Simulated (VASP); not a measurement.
Write the native input for VASP 6.6.1 that does the following.

| Quantity | Value |
| --- | --- |
| Task | single point |
| Functional | PBE |
| Potentials or basis | VASP PAW PBE potentials, release 64 (Lu, Ca_sv) |
| Cutoff | 520 eV |
| k mesh | 5 × 5 × 5 |
| Occupations | fermi-dirac, width 0.05 eV |
| Spin | no spin polarisation |
| Further INCAR settings | ALGO = Normal; EDIFF = 1e-07; NBANDS = 36 |

The structure of Ca3Lu lies in POSCAR:

```
Ca3Lu
1.0
    5.3617750000      0.0000000000      0.0000000000
    0.0000000000      5.3617750000      0.0000000000
    0.0000000000      0.0000000000      5.3617750000
Lu Ca
1 3
Direct
    0.4868490000      0.5014140000      0.4996060000
    0.0077790000      0.0016020000      0.4906390000
   -0.0016350000      0.5011130000     -0.0040840000
    0.5079650000      0.0103640000      0.0017640000
```

The cell comes from a database or a generator and needn't be the stable form of this composition.

The cell isn't the ideal one: atoms moved at random, drawn with an rms of 0.05 Å.

One way to write it, as run:

INCAR

```
ALGO = Normal
EDIFF = 1E-7
ENCUT = 520
GGA = PE
ISIF = 2
ISMEAR = -1
LASPH = T
LCHARG = T
LELF = T
LREAL = F
LVHAR = T
LWAVE = F
NBANDS = 36
NELM = 80
PREC = Accurate
SIGMA = 0.05
```

KPOINTS

```
k-points
0
Gamma
  5 5 5
```

Potentials or basis: VASP PAW PBE potentials, release 64 (Lu, Ca_sv).

The run is started by

```sh
$ cat potpaw_PBE.64/Lu/POTCAR potpaw_PBE.64/Ca_sv/POTCAR > POTCAR
$ mpirun -np 1 vasp_std > vasp.out
```

Results of the run:

- Pressure: 0.0 GPa
- Largest force: 0.245 eV/Å
- Band gap on the k mesh: none (metal or under the smearing width)

Run time: 4.3 min on 1 thread of Intel(R) Xeon(R) Platinum 8488C (Sapphire Rapids), on a shared host, peak memory 0.47 GiB.
